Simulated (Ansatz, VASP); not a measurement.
**HfGe in two plane-wave programs**

Wanted: the spread between two codes on one cell, functional and k mesh. The cell is generated by rule, not measured, and may not be a known phase. The cell is taken from a series of runs on this material, whose earlier steps may have relaxed, scaled, displaced or heated it; both programs get it as it stands.

Main program and level: Ansatz 0.2.0; plane waves, with VASP 6.6.1 beside it; PBEsol.

The structure was built from a prototype and need not be the compound's stable phase.

### 1. The starting structure

It takes space group P6_3/mmc (No. 194, hexagonal). The conventional cell has a = 4.582 Å, b = 4.582 Å, c = 5.277 Å, α = 90.00°, β = 90.00°, γ = 120.00°. Nearest to Hf lie 5 Ge at 2.64 to 2.65 Å. Ge has 5 Hf at 2.64 to 2.65 Å nearest. Farther neighbours are not listed.

Structure file:

```cif
data_structure
_symmetry_space_group_name_H-M 'P6_3/mmc'
_symmetry_Int_Tables_number 194
_cell_length_a 4.5820
_cell_length_b 4.5820
_cell_length_c 5.2774
_cell_angle_alpha 90.000
_cell_angle_beta 90.000
_cell_angle_gamma 120.000
_cell_volume 95.95
loop_
_atom_site_label
_atom_site_type_symbol
_atom_site_symmetry_multiplicity
_atom_site_Wyckoff_symbol
_atom_site_fract_x
_atom_site_fract_y
_atom_site_fract_z
_atom_site_occupancy
Hf1 Hf 2 c 0.33333 0.66667 0.25000 1
Ge1 Ge 2 d 0.66667 0.33333 0.25000 1
```

### 2. VASP: zone-centre phonons, PBEsol

Second derivatives magnify differences that forces hide, and they need a tight electronic threshold.

Lines of VASP's logs that name or quote its potential files are left out, and so is its time.

INCAR reads:

```
SYSTEM = HfGe
PREC = Accurate
ENCUT = 500
EDIFF = 1E-08
NELM = 120
ISMEAR = 1
SIGMA = 0.15
LREAL = .FALSE.
ALGO = Normal
GGA = PS
NBANDS = 30
LASPH = .TRUE.
LORBIT = 11
LWAVE = .FALSE.
LCHARG = .FALSE.
ISIF = 2
IBRION = 8
GGA_COMPAT = .FALSE.
KPAR = 2
```

POSCAR reads:

```
HfGe
1.0
    4.5819897329     -0.0000030630      0.0000000000
   -2.2909922138      3.9681210401      0.0000000000
    0.0000000000      0.0000000000      5.2774181256
Hf Ge
2 2
Direct
    0.3333333334      0.6666666668      0.2500000000
    0.6666666668      0.3333333334      0.7500000000
    0.6666666668      0.3333333334      0.2500000000
    0.3333333334      0.6666666668      0.7500000000
```

KPOINTS reads:

```
Automatic mesh
0
Gamma
12 12 6
0 0 0
```

PAW data sets: Hf_pv and Ge_d (PBE family, release 64).

On the command line:

```bash
$ mpirun -np 2 vasp_std
```

Numbers of over 12 decimals in the logs are rounded to 6 here.

Output:

```text
[banner, memory and clock lines left out]
running    2 mpi-ranks, on    1 nodes
 distrk:  each k-point on    1 cores,    2 groups
 distr:  one band on    1 cores,    1 groups

 POSCAR found type information on POSCAR HfGe
 POSCAR found :  2 types and       4 ions
|                                                                             |
|               ----> ADVICE to this user running VASP <----                  |
|                                                                             |
|     You enforced a specific xc type in the INCAR file but a different       |
|     [... a line on the potential file left out ...]
|     I HOPE YOU KNOW WHAT YOU ARE DOING!                                     |
|                                                                             |

 LDA part: xc-table for (Slater+PW92), standard interpolation
 POSCAR, INCAR and KPOINTS ok, starting setup
 FFT: planning ... GRIDC
 FFT: planning ... GRID_SOFT
 FFT: planning ... GRID
 WAVECAR not read
 entering main loop
       N       E                     dE             d eps       ncg     rms          rms(c)
DAV:   1     0.419537183990E+03    0.41954E+03   -0.24152E+04  5416   0.326E+03
DAV:   2     0.324710475661E+02   -0.38707E+03   -0.37312E+03  4578   0.774E+02
DAV:   3    -0.306930511841E+02   -0.63164E+02   -0.61384E+02  5420   0.179E+02
DAV:   4    -0.340454610735E+02   -0.33524E+01   -0.33259E+01  5618   0.444E+01
DAV:   5    -0.341526196464E+02   -0.10716E+00   -0.10708E+00  5520   0.851E+00    0.612E+01
DAV:   6    -0.320278425982E+02    0.21248E+01   -0.50490E+00  6356   0.129E+01    0.369E+01
DAV:   7    -0.318580545606E+02    0.16979E+00   -0.26343E+00  5144   0.925E+00    0.609E+00
DAV:   8    -0.317835986874E+02    0.74456E-01   -0.56683E-01  5836   0.420E+00    0.152E+00
DAV:   9    -0.317818150297E+02    0.17837E-02   -0.30262E-02  5780   0.209E+00    0.189E-01
DAV:  10    -0.317818650905E+02   -0.50061E-04   -0.22564E-03  5838   0.473E-01    0.219E-01
DAV:  11    -0.317818207079E+02    0.44383E-04   -0.63543E-04  6020   0.252E-01    0.868E-02
DAV:  12    -0.317818147121E+02    0.59958E-05   -0.47740E-05  6436   0.401E-02    0.478E-03
DAV:  13    -0.317818154282E+02   -0.71611E-06   -0.33512E-06  5510   0.107E-02    0.119E-02
DAV:  14    -0.317818154675E+02   -0.39326E-07   -0.45996E-07  5518   0.392E-03    0.111E-03
DAV:  15    -0.317818154617E+02    0.57844E-08   -0.40211E-08  4242   0.115E-03
   1 F= -.31781815E+02 E0= -.31781613E+02  d E =-.607009E-03
 Linear response reoptimize wavefunctions to high precision
DAV:   1    -0.317818154626E+02   -0.91586E-09   -0.39129E-09  3624   0.586E-04
DAV:   2    -0.317818154627E+02   -0.92768E-10   -0.78488E-10  3450   0.267E-04
 Linear response DOF=           4
 Linear response progress:
  Degree of freedom:   1/  4
       N       E                     dE             d eps       ncg     rms          rms(c)
RMM:   1    -0.223736186815E+00   -0.22374E+00    0.47269E+00 25429   0.848E+00
RMM:   2    -0.231626024271E+00   -0.78898E-02   -0.79039E-02 29794   0.134E+00    0.575E-01
RMM:   3    -0.231763683891E+00   -0.13766E-03   -0.89098E-03 33595   0.380E-01    0.272E-01
RMM:   4    -0.231632316924E+00    0.13137E-03   -0.15709E-03 36550   0.137E-01    0.203E-01
RMM:   5    -0.231446144833E+00    0.18617E-03   -0.40868E-04 37354   0.685E-02    0.622E-02
RMM:   6    -0.231412465306E+00    0.33680E-04   -0.19740E-04 37207   0.293E-02    0.788E-03
RMM:   7    -0.231424582173E+00   -0.12117E-04   -0.19626E-04 37539   0.154E-02    0.847E-03
RMM:   8    -0.231438559962E+00   -0.13978E-04   -0.14193E-04 37050   0.978E-03    0.161E-03
RMM:   9    -0.231442864250E+00   -0.43043E-05   -0.85786E-05 37556   0.606E-03    0.414E-03
RMM:  10    -0.231448295508E+00   -0.54313E-05   -0.61439E-05 37081   0.435E-03    0.909E-04
RMM:  11    -0.231450318444E+00   -0.20229E-05   -0.36637E-05 37480   0.295E-03    0.139E-03
RMM:  12    -0.231451514547E+00   -0.11961E-05   -0.26100E-05 37880   0.213E-03    0.790E-04
RMM:  13    -0.231452225965E+00   -0.71142E-06   -0.15214E-05 38121   0.154E-03    0.442E-04
RMM:  14    -0.231452035529E+00    0.19044E-06   -0.11288E-05 35573   0.113E-03    0.109E-03
RMM:  15    -0.231451975218E+00    0.60311E-07   -0.71238E-06 38769   0.854E-04    0.125E-03
RMM:  16    -0.231452193833E+00   -0.21861E-06   -0.53438E-06 37169   0.679E-04    0.976E-04
RMM:  17    -0.231452379097E+00   -0.18526E-06   -0.32923E-06 38523   0.552E-04    0.782E-04
RMM:  18    -0.231452433400E+00   -0.54303E-07   -0.25355E-06 39439   0.447E-04    0.758E-04
RMM:  19    -0.231452458353E+00   -0.24953E-07   -0.17189E-06 39621   0.384E-04    0.738E-04
RMM:  20    -0.231452652723E+00   -0.19437E-06   -0.13717E-06 38566   0.360E-04    0.491E-04
RMM:  21    -0.231452988939E+00   -0.33622E-06   -0.92275E-07 41006   0.349E-04    0.839E-05
[...]
RMM:  26    -0.231453071186E+00   -0.28686E-07   -0.35385E-07 40399   0.257E-04    0.337E-06
RMM:  27    -0.231453067752E+00    0.34345E-08   -0.31702E-07 37568   0.252E-04    0.717E-06
RMM:  28    -0.231453064787E+00    0.29646E-08   -0.26860E-07 37018   0.250E-04    0.939E-06
RMM:  29    -0.231453063818E+00    0.96896E-09   -0.25703E-07 37079   0.249E-04    0.129E-05
RMM:  30    -0.231453065574E+00   -0.17557E-08   -0.22325E-07 36537   0.248E-04    0.115E-05
[...]
RMM:   3    -0.228539272436E+00    0.22491E-03   -0.78777E-03 11589   0.303E-01    0.259E-01
RMM:   4    -0.228227100457E+00    0.31217E-03   -0.12960E-03 12673   0.125E-01    0.187E-01
RMM:   5    -0.227957660756E+00    0.26944E-03   -0.43423E-04 12282   0.702E-02    0.524E-02
RMM:   6    -0.227908431596E+00    0.49229E-04   -0.17603E-04 12751   0.300E-02    0.301E-02
RMM:   7    -0.227899434684E+00    0.89969E-05   -0.10275E-04 12446   0.153E-02    0.151E-02
RMM:   8    -0.227899160461E+00    0.27422E-06   -0.54023E-05 12900   0.922E-03    0.554E-03
RMM:   9    -0.227905537311E+00   -0.63769E-05   -0.41009E-05 12412   0.589E-03    0.401E-03
RMM:  10    -0.227905501028E+00    0.36283E-07   -0.32113E-05 12897   0.401E-03    0.613E-03
RMM:  11    -0.227902868127E+00    0.26329E-05   -0.21257E-05 12651   0.317E-03    0.925E-03
RMM:  12    -0.227902290178E+00    0.57795E-06   -0.14876E-05 12889   0.229E-03    0.729E-03
RMM:  13    -0.227904421373E+00   -0.21312E-05   -0.88699E-06 12506   0.184E-03    0.559E-03
RMM:  14    -0.227904888984E+00   -0.46761E-06   -0.55907E-06 12847   0.127E-03    0.524E-03
[...]
RMM:  36    -0.227909216875E+00   -0.14731E-08    0.46493E-07 11990   0.260E-04    0.110E-05
RMM:  37    -0.227909222238E+00   -0.53637E-08    0.50969E-07 12378   0.259E-04    0.683E-06
RMM:  38    -0.227909221564E+00    0.67428E-09    0.46813E-07 12017   0.259E-04    0.803E-06
RMM:  39    -0.227909217305E+00    0.42594E-08    0.50979E-07 12072   0.259E-04    0.122E-05
RMM:  40    -0.227909217816E+00   -0.51159E-09    0.47046E-07 11845   0.259E-04    0.137E-05
RMM:  41    -0.227909216822E+00    0.99451E-09    0.50770E-07 11858   0.259E-04    0.148E-05
RMM:  42    -0.227909218681E+00   -0.18588E-08    0.47028E-07 11883   0.260E-04    0.149E-05
RMM:  43    -0.227909218132E+00    0.54817E-09    0.51642E-07 11907   0.259E-04    0.159E-05
 first order change of Fermi-energy   0.40049E-03
 force on displaced ion       1 direction 3 :  -0.000  -0.000 -10.931
 Linear response progress:
  Degree of freedom:   3/  4
       N       E                     dE             d eps       ncg     rms          rms(c)
RMM:   1    -0.190348922863E+00   -0.19035E+00    0.10194E+01 20656   0.476E+01
RMM:   2    -0.198974937359E+00   -0.86260E-02   -0.15887E-02 30849   0.680E-01    0.329E-01
RMM:   3    -0.199133397333E+00   -0.15846E-03   -0.18235E-03 33810   0.223E-01    0.232E-01
RMM:   4    -0.199649949807E+00   -0.51655E-03   -0.39756E-04 33593   0.101E-01    0.223E-02
RMM:   5    -0.199512127810E+00    0.13782E-03   -0.84863E-05 32146   0.389E-02    0.310E-02
RMM:   6    -0.199537715966E+00   -0.25588E-04   -0.23867E-05 36583   0.170E-02    0.116E-02
RMM:   7    -0.199544498796E+00   -0.67828E-05   -0.25373E-06 33477   0.558E-03    0.459E-03
RMM:   8    -0.199545756200E+00   -0.12574E-05   -0.11762E-06 37099   0.219E-03    0.174E-03
RMM:   9    -0.199546721754E+00   -0.96555E-06   -0.95624E-07 36275   0.885E-04    0.110E-03
RMM:  10    -0.199549331127E+00   -0.26094E-05   -0.82325E-07 35863   0.624E-04    0.699E-05
RMM:  11    -0.199549244496E+00    0.86631E-07   -0.53730E-07 37045   0.322E-04    0.165E-04
RMM:  12    -0.199549145191E+00    0.99305E-07   -0.52166E-07 37538   0.227E-04    0.819E-05
RMM:  13    -0.199549098777E+00    0.46414E-07   -0.38823E-07 37499   0.191E-04    0.205E-05
RMM:  14    -0.199549125923E+00   -0.27146E-07   -0.37958E-07 38117   0.171E-04    0.202E-05
RMM:  15    -0.199549082580E+00    0.43343E-07   -0.29550E-07 38009   0.166E-04    0.399E-05
RMM:  16    -0.199549169957E+00   -0.87377E-07   -0.26995E-07 37979   0.164E-04    0.843E-06
RMM:  17    -0.199549176551E+00   -0.65941E-08   -0.20013E-07 38943   0.154E-04    0.719E-06
RMM:  18    -0.199549177789E+00   -0.12375E-08   -0.19712E-07 36270   0.150E-04    0.913E-06
RMM:  19    -0.199549181884E+00   -0.40955E-08   -0.13482E-07 35979   0.147E-04    0.101E-05
RMM:  20    -0.199549184102E+00   -0.22182E-08   -0.14413E-07 35054   0.145E-04    0.114E-05
RMM:  21    -0.199549187244E+00   -0.31420E-08   -0.83886E-08 37443   0.143E-04    0.122E-05
 first order change of Fermi-energy  -0.39201E-04
 force on displaced ion       3 direction 1 :  -9.220   0.003   0.000
 Linear response progress:
  Degree of freedom:   4/  4
       N       E                     dE             d eps       ncg     rms          rms(c)
RMM:   1    -0.195523652354E+00   -0.19552E+00    0.98239E+00  7089   0.463E+01
RMM:   2    -0.202930881245E+00   -0.74072E-02   -0.18186E-02 10566   0.708E-01    0.384E-01
RMM:   3    -0.203137216306E+00   -0.20634E-03   -0.27326E-03 11237   0.241E-01    0.233E-01
RMM:   4    -0.203615764856E+00   -0.47855E-03   -0.78033E-04 11348   0.115E-01    0.384E-02
RMM:   5    -0.203515841104E+00    0.99924E-04   -0.16970E-04 10892   0.449E-02    0.221E-02
RMM:   6    -0.203573188610E+00   -0.57348E-04   -0.95385E-05 12203   0.189E-02    0.888E-03
RMM:   7    -0.203594538684E+00   -0.21350E-04   -0.31422E-05 11135   0.805E-03    0.271E-03
RMM:   8    -0.203602139367E+00   -0.76007E-05   -0.49472E-05 12118   0.311E-03    0.960E-04
RMM:   9    -0.203604839029E+00   -0.26997E-05   -0.18963E-05 11869   0.162E-03    0.311E-04
RMM:  10    -0.203606069195E+00   -0.12302E-05   -0.27832E-05 12285   0.822E-04    0.159E-04
RMM:  11    -0.203604553425E+00    0.15158E-05   -0.85556E-06 12190   0.562E-04    0.861E-05
RMM:  12    -0.203605449837E+00   -0.89641E-06   -0.20174E-05 11945   0.398E-04    0.618E-05
RMM:  13    -0.203603995177E+00    0.14547E-05   -0.71050E-06 12725   0.291E-04    0.141E-04
RMM:  14    -0.203604483410E+00   -0.48823E-06   -0.11437E-05 12742   0.241E-04    0.975E-05
[...]
RMM:  19    -0.203603797227E+00    0.23965E-06   -0.22184E-06 13601   0.168E-04    0.681E-05
RMM:  20    -0.203604070430E+00   -0.27320E-06   -0.41854E-06 13635   0.160E-04    0.475E-05
RMM:  21    -0.203603857157E+00    0.21327E-06   -0.16872E-06 13376   0.151E-04    0.380E-05
RMM:  22    -0.203604001743E+00   -0.14459E-06   -0.31776E-06 12265   0.145E-04    0.409E-05
RMM:  23    -0.203603791723E+00    0.21002E-06   -0.14475E-06 13045   0.143E-04    0.522E-05
RMM:  24    -0.203603892276E+00   -0.10055E-06   -0.23966E-06 12286   0.140E-04    0.510E-05
RMM:  25    -0.203603787475E+00    0.10480E-06   -0.12891E-06 11978   0.139E-04    0.500E-05
RMM:  26    -0.203603844687E+00   -0.57212E-07   -0.17171E-06 12881   0.139E-04    0.462E-05
 first order change of Fermi-energy  -0.76269E-03
 force on displaced ion       3 direction 3 :  -0.000  -0.000 -11.220
 Linear response finished
```

(Part 1 of 2 ends here.)

[Lines on the potential files, build, host, timing and source positions are cut from VASP's logs without a mark.]

[Logs are printed without paths, hosts, clocks, repeated set-up lines and the standing remarks that a program may print on its own settings, such as how far it seeks lower states.]

[Hosts, paths, dates, database ids (printed as entryN), source tags and the programs' standing remarks are cut or masked in the printed files.]
